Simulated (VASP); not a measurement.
TlCl (CsCl type), at 1.04 of the tabulated volume:

```xyz
2
Lattice="3.8905 0.0000 0.0000 0.0000 3.8905 0.0000 0.0000 0.0000 3.8905" Properties=species:S:1:pos:R:3 pbc="T T T"
Tl     0.0000     0.0000     0.0000
Cl     1.9453     1.9453     1.9453
```

The highest filled band near X, direction along the valley's axis, from PBE with spin-orbit coupling in VASP (PAW); its two spin partners are averaged. The gap over the points computed is 1.89 eV, and the next band on that side lies 0.90 eV away at the edge.

Settings: 400 eV cut-off, 8×8×8 Γ-centred mesh, Gaussian smearing of 0.050 eV, potentials Tl_d Cl.

| distance from the edge in k (1/Å) | distance in energy (meV) |
|---|---|
| 0.018 | 4.1 |
| 0.025 | 7.9 |
| 0.035 | 15.5 |
| 0.050 | 31.2 |
| 0.070 | 59.8 |

### Question
Fit E(1 + αE) = ħ²k²/2m* (ħ²/2m0 = 3.810 eV Å²) and predict the row at 0.095 1/Å.

### Answer
Least squares on the energies gives the hole mass m* = 0.298 m0 and α = 0.80 per eV, and so 106.4 meV. The run gave 106.0 meV, -0.4 meV from the fit.

Left out are points under 3 meV from the edge, since the levels carry 0.1 meV, and points farther than half the way to the next band.

The compound is TlCl in the CsCl type structure. The cell was not relaxed at this level.
